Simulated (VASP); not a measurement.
Calculation: G0W0 on PBE orbitals, VASP's PBE PAW potentials (set 64) (plane waves; VASP 6.6.1).

VASP input:

**INCAR**
```
# general
SYSTEM       =  CdS
PREC         =  Normal
ENCUT        =  500
LREAL        =  F
LASPH        =  T
NBANDS       =  128

# electronic loop
ALGO         =  EVGW0

# smearing
ISMEAR       =  0
SIGMA        =  0.01

# functional
GGA          =  PE

# output
LWAVE        =  F
LCHARG       =  F

# other
NELMGW       =  1
NOMEGA       =  64
ENCUTGW      =  150
NBANDSGW     =  34
LSPECTRALGW  =  T
```

**POSCAR**
```
CdS
1
    2.0700000000    -3.5853450000     0.0000000000
    2.0700000000     3.5853450000     0.0000000000
    0.0000000000     0.0000000000     6.7200000000
Cd S
2 2
Direct
  0.6666670000   0.3333330000   0.5000000000
  0.3333330000   0.6666670000   0.0000000000
  0.6666670000   0.3333330000   0.8770000000
  0.3333330000   0.6666670000   0.3770000000
```

KPOINTS:
```
Automatic mesh
0
Gamma
 4 4 2
0 0 0
```

POTCAR, in this order: Cd_sv_GW S_GW (PBE.64 set). Program: vasp_std. Read from the step before: WAVECAR, WAVEDER.

Output of the run:

**OUTCAR**
```
 ion  position               nearest neighbor table
   1  0.667  0.333  0.500-   4 2.53   4 2.53   4 2.53   3 2.53
   2  0.333  0.667  0.000-   3 2.53   3 2.53   3 2.53   4 2.53
   3  0.667  0.333  0.877-   2 2.53   2 2.53   2 2.53   1 2.53
   4  0.333  0.667  0.377-   1 2.53   1 2.53   1 2.53   2 2.53
  LATTYP: Found a hexagonal cell.
 ALAT       =     4.1399998513
 C/A-ratio  =     1.6231884641
 Subroutine PRICEL returns:
 Original cell was already a primitive cell.
 Subroutine GETGRP returns: Found 12 space group operations
The static configuration has the point symmetry C_3v.
 The point group associated with its full space group is C_6v.
The dynamic configuration has the point symmetry C_3v.
 Subroutine INISYM returns: Found 12 space group operations
 Subroutine IBZKPT returns following result:
 Found      8 irreducible k-points:

 Following reciprocal coordinates:
            Coordinates               Weight
  0.000000  0.000000  0.000000      1.000000
  0.250000  0.000000  0.000000      6.000000
  0.500000  0.000000  0.000000      3.000000
  0.250000  0.250000  0.000000      6.000000
  0.000000  0.000000  0.500000      1.000000
  0.250000  0.000000  0.500000      6.000000
  0.500000  0.000000  0.500000      3.000000
  0.250000  0.250000  0.500000      6.000000
 Subroutine IBZKPT_HF returns following result:
   k-points           NKPTS =      8   k-points in BZ     NKDIM =     32   number of bands    NBANDS=    128
   number of dos      NEDOS =    301   number of ions     NIONS =      4
   total plane-waves  NPLWV =  23040
   dimension x,y,z NGX =    24 NGY =   24 NGZ =   40
   dimension x,y,z NGXF=    48 NGYF=   48 NGZF=   80
   ions per type =               2   2
   PREC   = normal    normal or accurate (medium, high low for compatibility)
   ISTART =      1    job   : 0-new  1-cont  2-samecut
   ICHARG =      0    charge: 1-file 2-atom 10-const
   ISPIN  =      1    spin polarized calculation?
   LNONCOLLINEAR =      F non collinear calculations
...
```

File OSZICAR:
```
energies w=
    0.000    0.000    1.062    0.000    2.121    0.000    3.176    0.000
    4.225    0.000    5.266    0.000    6.297    0.000    7.317    0.000
    8.326    0.000    9.322    0.000   10.305    0.000   11.276    0.000
   12.234    0.000   13.179    0.000   14.113    0.000   15.035    0.000
   15.948    0.000   16.852    0.000   17.748    0.000   18.638    0.000
   19.523    0.000   20.404    0.000   21.284    0.000   22.164    0.000
   23.046    0.000   23.932    0.000   24.823    0.000   25.722    0.000
   26.632    0.000   27.554    0.000   28.491    0.000   29.446    0.000
   30.422    0.000   31.422    0.000   32.450    0.000   33.510    0.000
   34.605    0.000   35.742    0.000   36.925    0.000   38.161    0.000
   39.456    0.000   40.818    0.000   42.256    0.000   43.781    0.000
   45.405    0.000   47.142    0.000   49.008    0.000   51.023    0.000
   53.209    0.000   55.596    0.000   58.216    0.000   61.112    0.000
   64.333    0.000   67.945    0.000   72.028    0.000   76.686    0.000
   82.054    0.000   88.314    0.000   95.711    0.000  104.588    0.000
  115.436    0.000  128.991    0.000  146.398    0.000  169.549    0.000
NQ=   1    0.0000    0.0000    0.0000,
 performed        239000 updates of chi_q(r,r)
NQ=   2    0.2500    0.0000    0.0000,
 performed        635000 updates of chi_q(r,r)
NQ=   3    0.5000    0.0000    0.0000,
 performed        978000 updates of chi_q(r,r)
NQ=   4    0.2500    0.2500    0.0000,
 performed       1426000 updates of chi_q(r,r)
NQ=   5    0.0000    0.0000    0.5000,
 performed       1665000 updates of chi_q(r,r)
NQ=   6    0.2500    0.0000    0.5000,
 performed       2061000 updates of chi_q(r,r)
NQ=   7    0.5000    0.0000    0.5000,
 performed       2404000 updates of chi_q(r,r)
NQ=   8    0.2500    0.2500    0.5000,
 performed       2852000 updates of chi_q(r,r)
 resolving degeneracies of screened two electron integrals
```

**OUTCAR**
```


 k-point   1 :       0.0000    0.0000    0.0000
  band No.  KS-energies  QP-energies   sigma(KS)   V_xc(KS)     V^pw_x(r,r')   Z            occupation Imag(sigma)

      1     -98.4912    -104.1999     -40.7239     -32.0315     -55.4555       0.6567       2.0000       3.5723
      2     -98.4912    -104.1999     -40.7239     -32.0315     -55.4555       0.6567       2.0000       3.5723
      3     -59.5637     -63.3280     -36.1675     -31.0021     -49.0006       0.7288       2.0000       6.1439
      4     -59.5637     -63.3280     -36.1675     -31.0021     -49.0006       0.7288       2.0000       6.1439
      5     -59.5637     -63.3280     -36.1675     -31.0021     -49.0006       0.7288       2.0000       6.1439
      6     -59.5637     -63.3280     -36.1675     -31.0021     -49.0006       0.7288       2.0000       6.1439
      7     -59.5637     -63.3280     -36.1675     -31.0021     -49.0006       0.7288       2.0000       6.1439
      8     -59.5637     -63.3280     -36.1675     -31.0021     -49.0006       0.7288       2.0000       6.1439
      9      -9.5140     -10.2364     -14.1755     -13.1451     -21.0632       0.7011       2.0000       1.8848
     10      -9.0823      -9.7924     -15.2016     -14.1915     -22.0200       0.7029       2.0000       1.7451
     11      -4.8700      -6.2013     -25.8140     -24.0220     -31.7714       0.7429       2.0000       0.7320
     12      -4.8640      -6.1943     -25.8073     -24.0163     -31.7631       0.7427       2.0000       0.7341
     13      -4.8640      -6.1943     -25.8073     -24.0163     -31.7631       0.7427       2.0000       0.7341
     14      -4.7799      -6.1140     -26.0390     -24.2466     -31.9886       0.7443       2.0000       0.7195
     15      -4.7799      -6.1140     -26.0390     -24.2466     -31.9886       0.7443       2.0000       0.7195
     16      -4.4524      -5.8090     -26.9831     -25.1665     -32.9032       0.7468       2.0000       0.6418
     17      -4.4524      -5.8090     -26.9831     -25.1665     -32.9032       0.7468       2.0000       0.6418
     18      -4.3599      -5.7155     -27.2530     -25.4470     -33.2073       0.7506       2.0000       0.6411
     19      -4.3599      -5.7155     -27.2530     -25.4470     -33.2073       0.7506       2.0000       0.6411
     20      -4.0161      -5.2901     -26.5669     -24.8653     -32.4601       0.7487       2.0000       0.6801
     21      -1.5244      -2.4345     -12.6560     -11.4682     -15.6813       0.7662       2.0000       0.6755
     22       2.0663       1.4894     -15.1080     -14.3590     -17.5265       0.7702       2.0000       0.3789
     23       2.0663       1.4894     -15.1080     -14.3590     -17.5265       0.7702       2.0000       0.3789
     24       2.7821       2.3026     -15.7092     -15.0896     -17.9919       0.7739       2.0000       0.3409
     25       2.8210       2.3504     -15.8890     -15.2798     -18.1859       0.7724       2.0000       0.3388
     26       2.8210       2.3504     -15.8890     -15.2798     -18.1859       0.7724       2.0000       0.3388
     27       4.0296       4.6073      -9.9212     -10.6333      -6.6940       0.8112       0.0000      -0.2820
     28       5.5927       6.3579     -10.0608     -11.0042      -6.6460       0.8111       0.0000      -0.3157
     29       9.2792      10.1830      -9.3964     -10.5124      -5.6915       0.8098       0.0000      -0.4096
     30       9.2792      10.1830      -9.3964     -10.5124      -5.6915       0.8098       0.0000      -0.4096
     31       9.6064      10.5447      -9.3874     -10.5485      -5.5968       0.8081       0.0000      -0.4236
     32      10.3736      11.3677      -9.6001     -10.8361      -5.6621       0.8043       0.0000      -0.4698
     33      10.3736      11.3677      -9.6001     -10.8361      -5.6621       0.8043       0.0000      -0.4698
     34      10.5217      11.2417      -9.3548     -10.2629      -5.1393       0.7929       0.0000      -0.5765

 k-point   2 :       0.2500    0.0000    0.0000
  band No.  KS-energies  QP-energies   sigma(KS)   V_xc(KS)     V^pw_x(r,r')   Z            occupation Imag(sigma)

      1     -98.4913    -104.1749     -40.7241     -32.0315     -55.4556       0.6538       2.0000       3.5723
      2     -98.4913    -104.1749     -40.7241     -32.0315     -55.4556       0.6538       2.0000       3.5723
      3     -59.5639     -63.3014     -36.1675     -31.0019     -49.0001       0.7235       2.0000       6.1438
      4     -59.5639     -63.3014     -36.1675     -31.0019     -49.0001       0.7235       2.0000       6.1438
      5     -59.5639     -63.3014     -36.1675     -31.0019     -49.0001       0.7235       2.0000       6.1438
      6     -59.5639     -63.3014     -36.1675     -31.0019     -49.0001       0.7235       2.0000       6.1438
      7     -59.5639     -63.3014     -36.1675     -31.0019     -49.0001       0.7235       2.0000       6.1438
      8     -59.5639     -63.3014     -36.1675     -31.0019     -49.0001       0.7235       2.0000       6.1438
      9      -9.3206     -10.0333     -14.5604     -13.5430     -21.4134       0.7005       2.0000       1.8264
     10      -9.0050      -9.7166     -15.4155     -14.4067     -22.2245       0.7054       2.0000       1.7188
     11      -4.8097      -6.1414     -25.9089     -24.1191     -31.8596       0.7441       2.0000       0.7260
     12      -4.7944      -6.1250     -25.9873     -24.1981     -31.9450       0.7437       2.0000       0.7251
     13      -4.7125      -6.0452     -25.6715     -23.8867     -31.5601       0.7467       2.0000       0.7252
     14      -4.6719      -6.0051     -26.3704     -24.5857     -32.3403       0.7470       2.0000       0.7088
     15      -4.6588      -5.9913     -25.9956     -24.2152     -31.9175       0.7484       2.0000       0.7175
     16      -4.4906      -5.8484     -26.8221     -25.0040     -32.7353       0.7468       2.0000       0.6492
     17      -4.4389      -5.7949     -27.0129     -25.1986     -32.9425       0.7474       2.0000       0.6439
     18      -4.4161      -5.7710     -26.9478     -25.1380     -32.8750       0.7486       2.0000       0.6501
     19      -4.3440      -5.7010     -27.2926     -25.4864     -33.2488       0.7513       2.0000       0.6390
     20      -3.8952      -5.1481     -26.5555     -24.8839     -32.4320       0.7496       2.0000       0.6790
     21      -1.1722      -2.0157     -13.1349     -12.0346     -16.0664       0.7666       2.0000       0.6283
     22       0.3907      -0.3738     -13.8577     -12.8661     -16.4679       0.7710       2.0000       0.4747
     23       0.8838       0.2475     -14.9179     -14.0947     -17.3697       0.7730       2.0000       0.4227
     24       1.4649       0.8133     -14.4495     -13.6014     -16.9432       0.7685       2.0000       0.4132
     25       2.3322       1.7921     -15.2317     -14.5312     -17.5615       0.7711       2.0000       0.3608
     26       2.4421       1.9197     -15.4742     -14.7962     -17.8239       0.7704       2.0000       0.3577
     27       5.8051       6.5257     -10.5858     -11.4851      -7.3077       0.8013       0.0000      -0.3155
     28       6.8133       7.6723     -10.3124     -11.3788      -6.7957       0.8055       0.0000      -0.3492
     29       8.3204       9.0684      -9.2970     -10.2252      -5.6394       0.8059       0.0000      -0.4013
     30       9.2195      10.0104      -9.3520     -10.3320      -5.6250       0.8070       0.0000      -0.4254
     31       9.8572      10.8018      -9.5054     -10.6768      -5.6716       0.8065       0.0000      -0.4434
     32      10.2947      10.9967      -9.2546     -10.1280      -5.3765       0.8039       0.0000      -0.4887
     33      10.8014      11.7264      -9.5015     -10.6521      -5.4604       0.8040       0.0000      -0.5083
     34      11.2929      12.1396      -9.4394     -10.4883      -5.5075       0.8071       0.0000      -0.5021

 k-point   3 :       0.5000    0.0000    0.0000
  band No.  KS-energies  QP-energies   sigma(KS)   V_xc(KS)     V^pw_x(r,r')   Z            occupation Imag(sigma)

      1     -98.4911    -104.2157     -40.7241     -32.0314     -55.4555       0.6586       2.0000       3.5723
      2     -98.4911    -104.2157     -40.7241     -32.0314     -55.4555       0.6586       2.0000       3.5723
      3     -59.5636     -63.3310     -36.1673     -31.0017     -48.9994       0.7293       2.0000       6.1434
      4     -59.5636     -63.3310     -36.1673     -31.0017     -48.9994       0.7293       2.0000       6.1434
      5     -59.5636     -63.3310     -36.1673     -31.0017     -48.9994       0.7293       2.0000       6.1434
      6     -59.5636     -63.3310     -36.1673     -31.0017     -48.9994       0.7293       2.0000       6.1434
      7     -59.5636     -63.3310     -36.1673     -31.0017     -48.9994       0.7293       2.0000       6.1434
      8     -59.5636     -63.3310     -36.1673     -31.0017     -48.9994       0.7293       2.0000       6.1434
      9      -9.0941      -9.8033     -15.1608     -14.1509     -21.9808       0.7022       2.0000       1.7484
     10      -8.9589      -9.6708     -15.5416     -14.5338     -22.3443       0.7063       2.0000       1.7041
     11      -4.7709      -6.1069     -25.8910     -24.0961     -31.8149       0.7443       2.0000       0.7191
     12      -4.7516      -6.0881     -26.0891     -24.2953     -32.0360       0.7450       2.0000       0.7149
     13      -4.5661      -5.9102     -26.5732     -24.7770     -32.5188       0.7483       2.0000       0.6852
     14      -4.5661      -5.9102     -26.5732     -24.7770     -32.5188       0.7483       2.0000       0.6852
     15      -4.5509      -5.8886     -26.6217     -24.8345     -32.5823       0.7485       2.0000       0.6896
     16      -4.4901      -5.8433     -26.7491     -24.9392     -32.6718       0.7476       2.0000       0.6601
     17      -4.3809      -5.7346     -27.2164     -25.4124     -33.1759       0.7504       2.0000       0.6450
     18      -4.3226      -5.6797     -27.3452     -25.5398     -33.3054       0.7517       2.0000       0.6369
     19      -4.0642      -5.3393     -26.5366     -24.8339     -32.4250       0.7489       2.0000       0.6833
     20      -3.9238      -5.1811     -26.0039     -24.3265     -31.8165       0.7496       2.0000       0.6905
     21      -1.2943      -2.1470     -13.5568     -12.4447     -16.5736       0.7667       2.0000       0.6349
     22      -0.6925      -1.4808     -13.8748     -12.8468     -16.7297       0.7669       2.0000       0.5700
     23       0.1936      -0.5990     -13.3959     -12.3645     -16.0737       0.7685       2.0000       0.5059
     24       0.9511       0.2384     -13.8297     -12.9000     -16.3988       0.7666       2.0000       0.4508
     25       1.5407       0.8853     -14.4510     -13.6024     -16.8681       0.7722       2.0000       0.3977
     26       2.0683       1.4940     -15.0428     -14.2969     -17.4554       0.7700       2.0000       0.3802
     27       6.5354       7.3736     -10.3696     -11.4136      -6.8557       0.8029       0.0000      -0.3446
     28       6.6952       7.4270      -9.8523     -10.7529      -6.4762       0.8125       0.0000      -0.3352
     29       7.9328       8.5337      -9.3277     -10.0699      -5.9735       0.8097       0.0000      -0.3665
...
```
(Selected blocks of OUTCAR.)

The mesh is coarse and the basis finite, so the quasiparticle values are not converged. VASP warned that its frequency grid is unfit for quasiparticle energies.

The compound is CdS in the wurtzite structure. The cell was not relaxed at this level. The k-mesh is coarse (spacing up to 0.47 per Å, 2π included), so the numbers may not be converged in it.
